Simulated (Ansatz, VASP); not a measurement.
**Two plane-wave programs on CdGeS3**

```xyz
5
Lattice="4.7398 0.0000 0.0000 0.0000 4.7398 0.0000 0.0000 0.0000 4.7398" Properties=species:S:1:pos:R:3 pbc="T T T"
Cd    0.0000    0.0000    0.0000
Ge    2.3699    2.3699    2.3699
S     0.0000    2.3699    2.3699
S     2.3699    0.0000    2.3699
S     2.3699    2.3699    0.0000
```

Change from the starting cell: species swapped into the HoBRh3 type (Pm-3m, No. 221).

Alike in both runs: functional PBE; k mesh 8 × 8 × 8; occupations gaussian, width 0.1 eV; no spin polarisation.

Ansatz relaxed the structure, and its values are those at the end. VASP's run is a single point on that final structure, the one shown.

|  | VASP | Ansatz |
| --- | --- | --- |
| version | VASP 6.6.1 | Ansatz 0.2.0 |
| potentials or method | VASP PAW PBE potentials, release 64 (Cd, Ge_d, S) | scalar-relativistic, plane waves, PAW |
| plane-wave cutoff (eV) | 520 | 420 |
| valence electrons in the cell | 44 | 52 |

|  | VASP | Ansatz | Ansatz less VASP |
| --- | --- | --- | --- |
| gap on the k mesh at the Fermi level (eV) | none | none | - |
| pressure (GPa) | 0.0 | 0.0 | +0.04 |

A gap of «none» marks a metal or a gap that the smearing closes. The two sets of potentials don't hold the same shells in valence.
